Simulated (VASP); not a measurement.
Output of a VASP run:

File OSZICAR:
```
       N       E                     dE             d eps       ncg     rms          rms(c)
DAV:   1     0.510958741503E+03    0.51096E+03   -0.27162E+04  1680   0.211E+03
DAV:   2    -0.152096244731E+02   -0.52617E+03   -0.52134E+03  2104   0.542E+02
DAV:   3    -0.471090737212E+02   -0.31899E+02   -0.31531E+02  1816   0.140E+02
DAV:   4    -0.481262309160E+02   -0.10172E+01   -0.10169E+01  2920   0.221E+01
DAV:   5    -0.481358763707E+02   -0.96455E-02   -0.96332E-02  2024   0.169E+00    0.534E+01
DAV:   6    -0.389450716506E+02    0.91908E+01   -0.79420E+01  2320   0.788E+01    0.217E+01
DAV:   7    -0.385416069521E+02    0.40346E+00   -0.17889E+01  1936   0.418E+01    0.223E+01
DAV:   8    -0.381837564541E+02    0.35785E+00   -0.30171E+00  1920   0.180E+01    0.184E+00
DAV:   9    -0.381715220197E+02    0.12234E-01   -0.17867E-01  2136   0.399E+00    0.743E-01
DAV:  10    -0.381721844309E+02   -0.66241E-03   -0.14157E-02  2120   0.107E+00    0.250E-01
DAV:  11    -0.381721276338E+02    0.56797E-04   -0.11584E-03  1864   0.309E-01    0.771E-02
DAV:  12    -0.381721393157E+02   -0.11682E-04   -0.12757E-04  2448   0.861E-02    0.481E-02
DAV:  13    -0.381721375727E+02    0.17431E-05   -0.21372E-05  2200   0.476E-02    0.201E-02
DAV:  14    -0.381721373303E+02    0.24238E-06   -0.32562E-06  1424   0.129E-02
   1 F= -.24523680E+02 E0= -.24522900E+02  d E =-.245237E+02
```

**OUTCAR**
```
------------------------ aborting loop because EDIFF is reached ----------------------------------------
  FORCE on cell =-STRESS in cart. coord.  units (eV):
  Direction    XX          YY          ZZ          XY          YZ          ZX
  --------------------------------------------------------------------------------------
  Total       13.6570884     13.6570884     13.6570884     -0.0000000      0.0000000      0.0000000
  in kB      450.2845836    450.2845836    450.2845836     -0.0000000      0.0000000      0.0000000
  external PRESSURE =       0.2845836 kB  Pullay stress =     450.0000000 kB
  volume of cell :       48.59
      direct lattice vectors                 reciprocal lattice vectors
     3.649168140  0.000000000  0.000000000     0.274035057  0.000000000  0.000000000
     0.000000000  3.649168140  0.000000000     0.000000000  0.274035057  0.000000000
     0.000000000  0.000000000  3.649168140     0.000000000  0.000000000  0.274035057
 POSITION                                       TOTAL-FORCE (eV/Angst)
 -----------------------------------------------------------------------------------
      0.00000      0.00000      0.00000         0.000000      0.000000      0.000000
      1.82458      1.82458      1.82458         0.000000      0.000000      0.000000
      1.82458      0.00000      1.82458         0.000000      0.000000      0.000000
      0.00000      1.82458      1.82458         0.000000      0.000000      0.000000
      1.82458      1.82458      0.00000         0.000000      0.000000      0.000000
 -----------------------------------------------------------------------------------
    total drift:                                0.000000      0.000000     -0.000000
  FREE ENERGIE OF THE ION-ELECTRON SYSTEM (eV)
  ---------------------------------------------------
  free  energy   TOTEN  =       -38.1721373303 eV

  energy  without entropy=      -38.1697961540  energy(sigma->0) =      -38.17135694
  enthalpy is  TOTEN    =       -24.5236803578 eV   P V=       13.6484569725

 reached required accuracy - stopping structural energy minimisation
```
(Selected blocks of OUTCAR.)

### POSCAR
```
SrVO3
1
    3.6491681403     0.0000000000     0.0000000000
    0.0000000000     3.6491681403    -0.0000000000
   -0.0000000000     0.0000000000     3.6491681403
Sr V O
1 1 3
Direct
  0.0000000000   0.0000000000   0.0000000000
  0.5000000000   0.5000000000   0.5000000000
  0.5000000000   0.0000000000   0.5000000000
  0.0000000000   0.5000000000   0.5000000000
  0.5000000000   0.5000000000   0.0000000000
```

Reconstruct the remaining input files.

Several could match; the one computed here: the input of the run itself, PBE GGA, plane waves, VASP's PBE PAW potentials (set 64).

**INCAR**
```
ALGO = Normal
EDIFF = 1E-6
EDIFFG = -0.02
ENCUT = 620
GGA = PE
IBRION = 2
ISIF = 3
ISMEAR = 1
LASPH = .True.
LCHARG = .False.
LMAXMIX = 4
LREAL = .False.
LWAVE = .False.
NELM = 100
NSW = 40
PREC = Accurate
PSTRESS = 450
SIGMA = 0.1
SYSTEM = SrVO3
```

KPOINTS:
```
K-points
0
G
  8 8 8
```

POTCAR, in this order: Sr_sv V_sv O (PBE.64 set). Program: vasp_std.

The compound is SrVO3 in the cubic perovskite structure. It was relaxed first under an external pressure of 45 GPa. The run is not spin-polarised, so no magnetic state was tried. The electron count is odd and the run is not spin-polarised, which forces a metal.
